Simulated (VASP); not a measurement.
Here is the system:

```xyz
3
Lattice="0.0000 3.1947 3.1947 3.1947 0.0000 3.1947 3.1947 3.1947 0.0000" Properties=species:S:1:pos:R:3 pbc="T T T"
Na     1.5974     1.5974     1.5974
Na     4.7921     4.7921     4.7921
S      0.0000     0.0000     0.0000
```

All values below come from rev-vdW-DF2, VASP's PBE PAW potentials (set 64) (plane waves; VASP). Numerical set-up: 520 eV cut-off, 6×6×6 Γ-centred mesh, Gaussian smearing of 0.050 eV, potentials Na_pv S.

**Question.** Give the stress tensor in GPa (positive for a compressed cell).

**Answer.** 
```
2.06  0.00  0.00
0.00  2.06  0.00
0.00  0.00  2.06
```
The pressure is its mean diagonal, 2.06 GPa.

The compound is Na2S in the antifluorite structure. This cell is one point of a volume scan, at 0.94 of the reference volume.
